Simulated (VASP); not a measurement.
The system is ReSe3.

```
CELL_PARAMETERS angstrom
-3.06170 3.06170 3.06170
3.06170 -3.06170 3.06170
3.06170 3.06170 -3.06170
ATOMIC_POSITIONS crystal
Re 0.00000 0.00000 0.00000
Se 0.00000 0.50000 0.50000
Se 0.50000 0.00000 0.50000
Se 0.50000 0.50000 0.00000
```

The cell was built by a generator and needn't be a form met in nature.

The cell isn't the ideal one: random cell by space group and Wyckoff sites (Im-3m, No. 229).

```yaml
Program: VASP 6.6.1
Task: relaxation of cell and atoms
Functional: PBE
Potentials_or_basis: VASP PAW PBE potentials, release 64 (Re, Se)
Cutoff: 600 eV
k_mesh: 4 × 4 × 4
Occupations: gaussian, width 0.1 eV
Spin: collinear spin, typed start
Starting_moments: "[1.0, 0.0, 0.0, 0.0] μB"
```

At the start: pressure -13.0 GPa; volume 28.70 Å³/atom.

Q: How do energy, volume and symmetry change on relaxing?

A: Over 4 steps the energy falls by 672.6 meV/atom and the volume is 18.82 Å³/atom (-34.4 %); space group Im-3m (No. 229, to 0.05 Å); moment 1.26 μB per cell.

The path:
| step | energy change (eV) | largest force (eV/Å) | pressure (GPa) | volume (Å³) |
| --- | --- | --- | --- | --- |
| 1 | 0.0000 | 0.0000 | -12.97 | 114.80 |
| 2 | -2.6100 | 0.0000 | -5.02 | 80.36 |
| 3 | -2.6862 | 0.0000 | -1.25 | 76.46 |
| 4 | -2.6903 | 0.0000 | 0.20 | 75.27 |

Final structure:
```xyz
4
Lattice="-2.6599 2.6599 2.6599 2.6599 -2.6599 2.6599 2.6599 2.6599 -2.6599" Properties=species:S:1:pos:R:3 pbc="T T T"
Re    0.0000    0.0000    0.0000
Se    0.0000    2.6599    2.6599
Se    2.6599    0.0000    2.6599
Se    0.0000    0.0000    2.6599
```

Caveat: the k mesh is coarse (spacing up to 0.36 Å⁻¹), so the values aren't converged; the volume moved by over 15 % at a fixed basis, so the end points are rough.
